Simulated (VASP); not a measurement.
MoS2:

```
Mo S
1.0
     3.16100    0.00000    0.00000
    -1.58050    2.73751    0.00000
     0.00000    0.00000   12.29500
Mo S
2 4
Direct
  0.33333 0.66667 0.25000
  0.66667 0.33333 0.75000
  0.66667 0.33333 0.37729
  0.66667 0.33333 0.12271
  0.33333 0.66667 0.87729
  0.33333 0.66667 0.62271
```

The cell was built by a generator and needn't be a form met in nature.

Base run:

| Property | Result |
| --- | --- |
| Program | VASP 6.6.1 |
| Functional | PBEsol |
| Potentials or basis | VASP PAW PBE potentials, release 64 (Mo_sv, S) |
| Cutoff | 520 eV |
| k mesh | 8 × 8 × 2 |
| Occupations | fermi-dirac, width 0.05 eV |
| Spin | no spin polarisation |

Its results: band gap on the k mesh 0.95 eV, indirect (least direct gap 1.96 eV); pressure -2.2 GPa; largest force 0.263 eV/Å.

**Question.** The run is repeated on the same cell with these changes: functional from PBEsol to SCAN; further incar settings from ALGO = Fast; EDIFF = 1e-06 to ALGO = Normal; EDIFF = 1e-06. What comes out?

**Answer.** Band gap on the k mesh 1.10 eV, indirect (least direct gap 2.08 eV); pressure 0.5 GPa; largest force 0.241 eV/Å.

Caveats: the PAW data sets were made with another functional, which shifts forces and pressure a little; this functional lacks dispersion, which binds the layers, so the pressure and a relaxed spacing across them are unreliable (some runs).

A k mesh can miss the band edges.
